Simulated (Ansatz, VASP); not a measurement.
## AlCo: VASP beside Ansatz

Wanted: the spread between two codes on one cell, functional and k mesh. The cell is taken from a series of runs on this material, whose earlier steps may have relaxed, scaled, displaced or heated it; both programs get it as it stands.

Program: Ansatz 0.2.0. Level of theory: plane waves, with VASP 6.6.1 beside it; zone-centre phonons at LDA. Results are calculated unless marked as measured.

**1. The structure**

Symmetry: Pm-3m, No. 221, cubic system. Conventional cell: a = 2.848 Å, b = 2.848 Å, c = 2.848 Å, α = 90.00°, β = 90.00°, γ = 90.00°. Nearest to Al lie 8 Co at 2.47 Å. Co has 8 Al at 2.47 Å nearest. Farther neighbours are not listed.

Coordinates:

```cif
data_structure
_symmetry_space_group_name_H-M 'Pm-3m'
_symmetry_Int_Tables_number 221
_cell_length_a 2.8481
_cell_length_b 2.8481
_cell_length_c 2.8481
_cell_angle_alpha 90.000
_cell_angle_beta 90.000
_cell_angle_gamma 90.000
_cell_volume 23.10
loop_
_atom_site_label
_atom_site_type_symbol
_atom_site_symmetry_multiplicity
_atom_site_Wyckoff_symbol
_atom_site_fract_x
_atom_site_fract_y
_atom_site_fract_z
_atom_site_occupancy
Al1 Al 1 a 0.00000 0.00000 0.00000 1
Co1 Co 1 b 0.50000 0.50000 0.50000 1
```

**2. VASP: zone-centre phonons, LDA**

Second derivatives magnify differences that forces hide, and they need a tight electronic threshold.

Lines of VASP's logs that name or quote its potential files are left out, and so is its time.

Contents of INCAR:

```
SYSTEM = AlCo
PREC = Accurate
ENCUT = 600
EDIFF = 1E-08
NELM = 120
ISMEAR = 1
SIGMA = 0.2
LREAL = .FALSE.
ALGO = Normal
GGA = CA
NBANDS = 12
LASPH = .TRUE.
LORBIT = 11
LWAVE = .FALSE.
LCHARG = .FALSE.
ISIF = 2
IBRION = 8
GGA_COMPAT = .FALSE.
KPAR = 2
```

Contents of POSCAR:

```
AlCo
1.0
    2.8481193659      0.0000000000      0.0000000000
    0.0000000000      2.8481193659      0.0000000000
    0.0000000000      0.0000000000      2.8481193659
Al Co
1 1
Direct
    0.0000000000      0.0000000000      0.0000000000
    0.5000000000      0.5000000000      0.5000000000
```

Contents of KPOINTS:

```
Automatic mesh
0
Gamma
16 16 16
0 0 0
```

PAW data sets: Al and Co (LDA family, release 64).

Started as:

```console
mpirun -np 2 vasp_std
```

Numbers of over 12 decimals in the logs are rounded to 6 here.

What it wrote:

```text
[banner, memory and clock lines left out]
running    2 mpi-ranks, on    1 nodes
 distrk:  each k-point on    1 cores,    2 groups
 distr:  one band on    1 cores,    1 groups

 POSCAR found type information on POSCAR AlCo
 POSCAR found :  2 types and       2 ions
 LDA part: xc-table for (Slater(with rela. corr.)+CA(PZ))
 , standard interpolation
 POSCAR, INCAR and KPOINTS ok, starting setup
 FFT: planning ... GRIDC
 FFT: planning ... GRID_SOFT
 FFT: planning ... GRID
 WAVECAR not read
 entering main loop
       N       E                     dE             d eps       ncg     rms          rms(c)
DAV:   1     0.394758469651E+02    0.39476E+02   -0.58871E+03  3984   0.120E+03
DAV:   2    -0.134486139803E+02   -0.52924E+02   -0.48737E+02  4036   0.192E+02
DAV:   3    -0.152727601202E+02   -0.18241E+01   -0.18047E+01  4712   0.422E+01
DAV:   4    -0.152999347096E+02   -0.27175E-01   -0.27164E-01  4492   0.460E+00
DAV:   5    -0.153007871187E+02   -0.85241E-03   -0.85238E-03  4764   0.914E-01    0.123E+01
DAV:   6    -0.180062507344E+02   -0.27055E+01   -0.60213E+01  4396   0.106E+02    0.177E+01
DAV:   7    -0.137164340877E+02    0.42898E+01   -0.28601E+01  4432   0.685E+01    0.191E+00
DAV:   8    -0.136797153068E+02    0.36719E-01   -0.20026E-01  4356   0.361E+00    0.114E+00
DAV:   9    -0.136658740185E+02    0.13841E-01   -0.19050E-02  5400   0.171E+00    0.323E-01
DAV:  10    -0.136652790139E+02    0.59500E-03   -0.50105E-04  4548   0.186E-01    0.132E-01
DAV:  11    -0.136652649884E+02    0.14025E-04   -0.13429E-05  4688   0.344E-02    0.858E-03
DAV:  12    -0.136652638378E+02    0.11506E-05   -0.88006E-07  4532   0.820E-03    0.527E-03
DAV:  13    -0.136652637569E+02    0.80915E-07   -0.20859E-07  4684   0.335E-03    0.104E-03
DAV:  14    -0.136652637559E+02    0.10079E-08   -0.52316E-09  2728   0.795E-04
   1 F= -.13665264E+02 E0= -.13665724E+02  d E =0.138169E-02
 Linear response reoptimize wavefunctions to high precision
DAV:   1    -0.136652637558E+02    0.52296E-10   -0.12380E-09  2964   0.294E-04
DAV:   2    -0.136652637559E+02   -0.60254E-11   -0.11232E-10  2300   0.121E-04
 Linear response DOF=           2
 Linear response progress:
  Degree of freedom:   1/  2
       N       E                     dE             d eps       ncg     rms          rms(c)
RMM:   1    -0.589415143168E-02   -0.58942E-02    0.20211E-03 21431   0.627E-01
RMM:   2    -0.560982552969E-02    0.28433E-03   -0.48344E-05 14207   0.222E-01    0.598E-02
RMM:   3    -0.559045277249E-02    0.19373E-04   -0.11566E-04 15623   0.835E-02    0.291E-02
RMM:   4    -0.565747822059E-02   -0.67025E-04   -0.45601E-05 15619   0.495E-02    0.582E-03
RMM:   5    -0.566042998374E-02   -0.29518E-05   -0.32653E-06 16040   0.125E-02    0.201E-03
RMM:   6    -0.566062759253E-02   -0.19761E-06   -0.16638E-07 14823   0.402E-03    0.127E-03
RMM:   7    -0.566066213740E-02   -0.34545E-07   -0.35564E-08 14362   0.230E-03    0.577E-04
RMM:   8    -0.566076342093E-02   -0.10128E-06   -0.43662E-09 17162   0.668E-04    0.266E-04
RMM:   9    -0.566093282361E-02   -0.16940E-06    0.90749E-11 17462   0.181E-04    0.102E-05
RMM:  10    -0.566091832558E-02    0.14498E-07   -0.17901E-10 17060   0.485E-05    0.186E-05
RMM:  11    -0.566092398345E-02   -0.56579E-08    0.17207E-11 17144   0.195E-05    0.206E-06
 first order change of Fermi-energy   0.43382E-04
 force on displaced ion       1 direction 1 :  -6.619   0.000   0.000
 Linear response progress:
  Degree of freedom:   2/  2
       N       E                     dE             d eps       ncg     rms          rms(c)
RMM:   1    -0.169427960668E+00   -0.16943E+00   -0.10639E-01 14594   0.260E+00
RMM:   2    -0.169127702379E+00    0.30026E-03   -0.27337E-03 14512   0.546E-01    0.158E-01
RMM:   3    -0.169081905944E+00    0.45796E-04   -0.19428E-04 15320   0.114E-01    0.944E-02
RMM:   4    -0.169417162494E+00   -0.33526E-03   -0.17739E-04 16178   0.986E-02    0.753E-03
RMM:   5    -0.169398451264E+00    0.18711E-04   -0.57322E-06 16377   0.257E-02    0.683E-03
RMM:   6    -0.169390620961E+00    0.78303E-05   -0.78936E-07 14241   0.112E-02    0.368E-03
RMM:   7    -0.169366764574E+00    0.23856E-04   -0.16772E-07 16745   0.343E-03    0.261E-04
RMM:   8    -0.169365250700E+00    0.15139E-05   -0.66549E-09 17533   0.807E-04    0.971E-05
RMM:   9    -0.169364889812E+00    0.36089E-06   -0.37210E-09 17503   0.240E-04    0.301E-05
RMM:  10    -0.169364861749E+00    0.28063E-07   -0.21317E-09 16896   0.108E-04    0.163E-05
RMM:  11    -0.169364876843E+00   -0.15094E-07   -0.23010E-09 15945   0.720E-05    0.171E-06
RMM:  12    -0.169364879640E+00   -0.27971E-08   -0.21460E-09 18258   0.493E-05    0.105E-06
 first order change of Fermi-energy   0.29830E-02
 force on displaced ion       2 direction 1 :  -6.613   0.000  -0.000
 Linear response finished
```

Parts of OUTCAR (step 2):

```text
ion  position               nearest neighbor table
   1  0.000  0.000  0.000-   2 2.47   2 2.47   2 2.47   2 2.47   2 2.47   2 2.47   2 2.47   2 2.47

  LATTYP: Found a simple cubic cell.
 ALAT       =     2.8481193659

 Subroutine GETGRP returns: Found 48 space group operations
 (whereof 48 operations were pure point group operations)

The static configuration has the point symmetry O_h .

 Found    165 irreducible k-points:

   k-points           NKPTS =    165   k-points in BZ     NKDIM =    165   number of bands    NBANDS=     12

   dimension x,y,z NGX =    24 NGY =   24 NGZ =   24
   dimension x,y,z NGXF=    48 NGYF=   48 NGZF=   48

   ENCUT  =  600.0 eV  44.10 Ry    6.64 a.u.   5.69  5.69  5.69*2*pi/ulx,y,z

   NELECT =      12.0000    total number of electrons

 k-points in reciprocal lattice and weights: Automatic mesh
   0.00000000  0.00000000  0.00000000       0.000
   0.06250000  0.00000000  0.00000000       0.001
   0.12500000  0.00000000  0.00000000       0.001
   0.18750000  0.00000000  0.00000000       0.001
   0.25000000  0.00000000  0.00000000       0.001
   0.31250000  0.00000000  0.00000000       0.001
   0.37500000  0.00000000  0.00000000       0.001
   0.43750000  0.00000000  0.00000000       0.001
   0.50000000  0.00000000  0.00000000       0.001
[...]
0.50000000  0.50000000  0.43750000       0.001
   0.50000000  0.50000000  0.50000000       0.000

 average (electrostatic) potential at core
       1 -67.5325       2 -77.6691

  Total       -1.5006649     -1.5006649     -1.5006649     -0.0000000     -0.0000000      0.0000000
  in kB     -104.0686069   -104.0686069   -104.0686069     -0.0000000     -0.0000000      0.0000000
  external PRESSURE =    -104.0686069 kB  Pullay stress =       0.0000000 kB

  energy-cutoff  :      600.00
  volume of cell :       23.10
      direct lattice vectors                 reciprocal lattice vectors
     2.848119366  0.000000000  0.000000000     0.351108880  0.000000000  0.000000000
     0.000000000  2.848119366  0.000000000     0.000000000  0.351108880  0.000000000
     0.000000000  0.000000000  2.848119366     0.000000000  0.000000000  0.351108880

 POSITION                                       TOTAL-FORCE (eV/Angst)
 -----------------------------------------------------------------------------------
      0.00000      0.00000      0.00000         0.000000      0.000000      0.000000
      1.42406      1.42406      1.42406         0.000000      0.000000      0.000000
 -----------------------------------------------------------------------------------
    total drift:                                0.000000      0.000000     -0.000000

 Eigenvectors and eigenvalues of the dynamical matrix
 ----------------------------------------------------

   1 f  =    9.347464 THz    58.731846 2PiTHz  311.797824 cm-1    38.657986 meV
             X         Y         Z           dx          dy          dz
      0.000000  0.000000  0.000000    -0.828339   -0.000000    0.000000
      1.424060  1.424060  1.424060     0.560227    0.000000    0.000000

   2 f  =    9.347464 THz    58.731846 2PiTHz  311.797824 cm-1    38.657986 meV
             X         Y         Z           dx          dy          dz
      0.000000  0.000000  0.000000     0.000000   -0.828339    0.000000
      1.424060  1.424060  1.424060     0.000000    0.560227    0.000000

   3 f  =    9.347464 THz    58.731846 2PiTHz  311.797824 cm-1    38.657986 meV
             X         Y         Z           dx          dy          dz
      0.000000  0.000000  0.000000    -0.000000   -0.000000   -0.828339
      1.424060  1.424060  1.424060     0.000000    0.000000    0.560227

   4 f/i=    0.001938 THz     0.012177 2PiTHz    0.064647 cm-1     0.008015 meV
             X         Y         Z           dx          dy          dz
      0.000000  0.000000  0.000000    -0.000000   -0.000000   -0.560227
      1.424060  1.424060  1.424060     0.000000    0.000000   -0.828339

   5 f/i=    0.001938 THz     0.012177 2PiTHz    0.064647 cm-1     0.008015 meV
             X         Y         Z           dx          dy          dz
      0.000000  0.000000  0.000000    -0.560227   -0.000000   -0.000000
      1.424060  1.424060  1.424060    -0.828339    0.000000    0.000000

   6 f/i=    0.001938 THz     0.012177 2PiTHz    0.064647 cm-1     0.008015 meV
             X         Y         Z           dx          dy          dz
      0.000000  0.000000  0.000000    -0.000000   -0.560227    0.000000
      1.424060  1.424060  1.424060    -0.000000   -0.828339    0.000000

 ELASTIC MODULI CONTR FROM IONIC RELAXATION (kBar)
 Direction    XX          YY          ZZ          XY          YZ          ZX
 --------------------------------------------------------------------------------
 XX           0.0000      0.0000      0.0000      0.0000      0.0000      0.0000
 YY           0.0000      0.0000      0.0000      0.0000      0.0000      0.0000
 ZZ           0.0000      0.0000      0.0000      0.0000      0.0000      0.0000
 XY           0.0000      0.0000      0.0000      0.0000      0.0000      0.0000
 YZ           0.0000      0.0000      0.0000      0.0000      0.0000      0.0000
 ZX           0.0000      0.0000      0.0000      0.0000      0.0000      0.0000
 --------------------------------------------------------------------------------
```

**3. Ansatz: zone-centre phonons, LDA**

Ansatz runs on its PAW soft_1 files.

The same cell, functional (in two slightly different forms), mesh and smearing now go to Ansatz, which takes its cutoff from its data sets.

Contents of input.yaml:

```yaml
crystal:
  lattice:
    - [2.8481193659, 0.0, 0.0]
    - [0.0, 2.8481193659, 0.0]
    - [0.0, 0.0, 2.8481193659]
  atoms:
    - { symbol: Al, position: [0.0, 0.0, 0.0] }
    - { symbol: Co, position: [0.5, 0.5, 0.5] }
kpoints:
  mp_grid: { grid: [16, 16, 16] }
hamiltonian:
  xc: lda
  pseudopotentials: { kind: paw, azcp: { folder: soft_1 }, xc_functional: pbe }
scf:
  occupations: { method: methfessel_paxton, width: 0.2 }
output:
  eigenvalues: true
phonons:
  method: dfpt
```

Started as:

```console
ansatz run input.yaml --threads 4 --pin off --max-ram 10240MiB --backend cpu --events-out ev --progress --plain --runs-dir out
```

What it wrote:

```text
Engine: ansatz 0.2.0, aarch64-unknown-linux-gnu
Pseudopotentials: kind: paw
Pseudopotential: Al, paw, valence charge 3, recommended cutoff 420 eV (normal), soft_1/Al.paw.azcp
Pseudopotential: Co, paw, valence charge 17, recommended cutoff 420 eV (normal), soft_1/Co.paw.azcp
Functional definition: SPW92
  exchange = slater_x
  correlation = pw_c
Crystal: 2 atoms, lattice volume = 23.103 Å³
Basis set: ecut = 420 eV, 461 PW (Γ), exchange–correlation on 40×40×40 points (8 copies of the dense FFT grid, shifted against one another)
Bands: 14, of which v1, the nominal top of the filled ones, is band 10 counted from 1 (9 counted from 0)
Symmetry: 48 space group operations
k-points: 405 of 4096 (irreducible under 8 space group operations, time reversal used)
Non-local potential: Al, projectors of the file, l = 0: 2, l = 1: 2, l = 2: 1
Non-local potential: Co, projectors of the file, l = 0: 3, l = 1: 2, l = 2: 3, l = 3: 1
PAW form: soft (Blöchl's): semilocal exchange-correlation on the pseudo side does not see the compensation charge
PAW frozen core: Al, regenerated for the run's functional, and the local potential with it (the file was generated under x = pbe(κ = 0.804, μ = 0.219515), c = pbe(β = 0.066725))
PAW frozen core: Co, regenerated for the run's functional, and the local potential with it (the file was generated under x = pbe(κ = 0.804, μ = 0.219515), c = pbe(β = 0.066725))
PAW one-centre angular grid: Al, 110 points (default); XC on 64 Gauss nodes
PAW one-centre angular grid: Co, 590 points (default); XC on 64 Gauss nodes
Initial density: superposition of atomic densities (chi_scale 0.1, normalization cell, long waves kept (reshape's long-wave potential 0.00 eV rms))
Initial wavefunctions: pseudopotential atomic-orbital guess
Functional: x = slater, c = lda
SCF iter   1: F=—  HF=-5577.235053 eV  |F-HF|=—  |Δ(HF+E_count)|=         —  Δρ=8.01e-2  dr2=1.33e0  ethr=3.10e-3  ⟨swp⟩=4.0  Hψ=25826  notcnv=0
preconditioner: auto → none  [metal: Δε(μ)=0.013 eV  Ē_g=8.518 eV  σ=0.200 eV  W_gap=0.06  n_scr=6 (ndim 8)  ℏωp=26.8 eV  f_vac=0.000  D(μ)=0.99/eV (n_scr^D=6)  sad-step TF]
SCF iter   2: F=—  HF=-5577.196290 eV  |F-HF|=—  |Δ(HF+E_count)|=   3.88e-2  S|Δr|=    0.00e0  Δρ=8.43e-2  dr2=1.47e0  ethr=3.10e-3  ⟨swp⟩=1.0  Hψ=8910  notcnv=0  defer=1
SCF iter   3: F=—  HF=-5576.964611 eV  |F-HF|=—  |Δ(HF+E_count)|=   2.32e-1  S|Δr|=    0.00e0  Δρ=1.40e-2  dr2=4.02e-2  ethr=3.10e-3  ⟨swp⟩=2.7  Hψ=9340  notcnv=0  defer=1
SCF iter   4: F=—  HF=-5576.955710 eV  |F-HF|=—  |Δ(HF+E_count)|=   8.90e-3  S|Δr|=    0.00e0  Δρ=3.53e-3  dr2=2.14e-3  ethr=2.01e-4  ⟨swp⟩=1.1  Hψ=8736  notcnv=0  defer=10
SCF iter   5: F=—  HF=-5576.955259 eV  |F-HF|=—  |Δ(HF+E_count)|=   4.51e-4  S|Δr|=    0.00e0  Δρ=2.38e-4  dr2=1.14e-5  ethr=1.07e-5  ⟨swp⟩=1.7  Hψ=6888  notcnv=0  defer=10
SCF iter   6: F=—  HF=-5576.955253 eV  |F-HF|=—  |Δ(HF+E_count)|=   5.05e-6  S|Δr|=    0.00e0  Δρ=1.58e-5  dr2=3.90e-8  ethr=5.72e-8  ⟨swp⟩=2.7  Hψ=10077  notcnv=0  defer=10
SCF iter   7: F=—  HF=-5576.955245 eV  |F-HF|=—  |Δ(HF+E_count)|=   8.78e-6  S|Δr|=    0.00e0  Δρ=1.83e-6  dr2=8.66e-10  ethr=1.95e-10  ⟨swp⟩=2.1  Hψ=9121  notcnv=0  defer=10
SCF iter   8: F=-5576.955245 eV  HF=-5576.955245 eV  |F-HF|=1.82e-12  |Δ(HF+E_count)|=  5.42e-10  S|Δr|=    0.00e0  Δρ=1.35e-7  dr2=3.24e-12  ethr=1.00e-12  ⟨swp⟩=3.9  Hψ=27787  notcnv=0
SCF 1 converged in 8 iterations: F = -5576.955245 eV  dr2 = 3.24e-12
  greatest PAW one-centre occupation: 1.001 electrons in one spin orbital (limit 2), on the Co atom at site 1 (counted from 0), in its partial waves of l = 1
DFPT response loops at Γ: preconditioner auto → Kerker (q_TF=auto, 2.663 Å⁻¹) (partly filled bands, converged f_vac=0.000); β = 1.00, the filter's whole step (`scf.mixing.beta` (0.50) is not read by the response loops under this deck's `scf.mixing.preconditioner`; to damp them name `kerker` or `kerker_dos`, under which they read `scf.mixing.beta`, and type it under 1.00, their step now; both keys bind the ground state too); Broyden in place of MSR1
SCF converged after 8 iterations
Stability not checked: this state was not tested for a lower state beside it, because cold or Methfessel-Paxton smearing, or corrected tetrahedra, fill the levels in a way that the test cannot read (fill_not_monotonic; see scf.lower_state_search)
Free energy (F): -5576.955245 eV
Harris-Foulkes:  -5576.955245 eV  (|F-HF|=1.82e-12)
Internal energy: -5576.956636 eV  (E = F + TS)
E sigma→0 (E₀):  -5576.955593 eV
Entropy (-TS):   0.001392 eV (0.696 meV/atom)
Fermi energy:    14.170606 eV
--- Per-component energies (eV) ---
  E_band       = -286.185250
  E_kinetic    = 322.451352
  E_local      = -3495.552212  (includes V_loc(G=0)·N_el)
  E_nonlocal   = 453.081823
  E_hartree    = 1576.707756
  E_xc         = -131.369342
  E_vxc        = -150.902780  (∫ρ·V_xc dr)
  E_paw        = -1958.577495  (= ΣΔE_a)
  E_vpaw       = -568.678748  (= ΣTr[D̂ρ^β])
  E_aug_tail   = -0.000064  (compensation charges beyond the density's cutoff)
  E_ewald      = -2344.172422
  E_core_change = 0.473968  (= ΣΔE_core)
  E_smearing   = 0.001392  (= −TS)
  E_closure    = 0.000000  (closes the sum)
  Σ components = -5576.955245   (vs F -5576.955245, Δ=0.00e0)
--- Band table (eV; the first three rows and the last of 405) ---
  k-point 0: bands = [... 6 lower, 11.1598, 13.3610, 13.3610, 13.3610, 20.0961, 20.0961, 20.0961, 22.9565]
  k-point 1: bands = [... 6 lower, 11.1803, 13.3199, 13.3199, 13.3654, 19.3690, 20.2000, 20.2000, 22.9461]
  k-point 2: bands = [... 6 lower, 11.2393, 13.2071, 13.2071, 13.3779, 18.0540, 20.5020, 20.5020, 22.9151]
  k-point 404: bands = [... 6 lower, 10.2416, 13.9348, 13.9348, 16.5535, 16.5535, 16.5535, 18.1870, 19.5846]
--- Phonons (Γ-DFPT): 2 representative perturbations + reference, on 405 of 4096 k-points (Σ response iterations 6) ---
  k mesh reduced under 8 symmetry operations, with k and −k counted as one. Each operation leaves every solved perturbation unchanged. A smaller set is not used because it would not reduce the number of displacements times k-points to solve
  ASR residual: 1.166e-5 → 0.000e0 eV/Å²; symmetrization residual: 1.984e-6 eV/Å²
  ASR residual per site (eV/Å²): 1.17e-5 9.05e-6
  Γ frequencies (cm⁻¹): 0.00 0.00 0.00 309.78 309.78 309.78
  non-analytic LO–TO correction: not included (Born effective charges unavailable; polar crystals: no LO–TO splitting at Γ)
```

In the SCF lines HF is the Harris–Foulkes energy and dr2 the Hartree energy of the density residual, in eV; the loop may stop once dr2 is under the threshold and the program's other checks hold. Hψ counts applications of the Hamiltonian.

**4. Side by side**

Known differences besides the potentials themselves: the two LDA forms differ slightly; the data sets hold 20 valence electrons in Ansatz (on its PAW soft_1 files) and 12 in VASP; the cutoff is 420 eV in Ansatz and 600 eV in VASP; VASP's log shows a relativistic correction to its local exchange, Ansatz's none. Total energies have different zeros and are not compared.

Compared:

```csv
quantity,Ansatz,VASP,difference
optical mode 1 to 3 (cm⁻¹),309.8,311.8,-0.65 %
```

Modes are paired by rising frequency, not by their patterns, so a pair may set unlike modes beside each other; they are those without the splitting of longitudinal modes.

**5. What came out**

```json
{
  "r.m.s. difference of the optical zone-centre modes, each program's sorted by frequency (zone-centre phonons, LDA)": "2.0 cm⁻¹",
  "difference in optical mode 1 to 3 (zone-centre phonons, LDA)": "-0.6 %"
}
```

The r.m.s. difference of the optical zone-centre modes, each program's sorted by frequency is 2.0 cm⁻¹ (zone-centre phonons, LDA). The data sets hold unlike numbers of valence electrons (20 in Ansatz and 12 in VASP), so part of the differences comes from the potentials. Among the rows given in per cent, the largest difference of the zone-centre phonons, LDA pair is in optical mode 1 to 3, -0.6 %. Such differences can come from data sets, numerical settings and the points named under the comparisons, not from the functional's error against experiment.

[Lines on the potential files, build, host, timing and source positions are cut from VASP's logs without a mark.]

[Logs are printed without paths, hosts, clocks, repeated set-up lines and the standing remarks that a program may print on its own settings, such as how far it seeks lower states.]

[Hosts, paths, dates, database ids (printed as entryN), source tags and the programs' standing remarks are cut or masked in the printed files.]
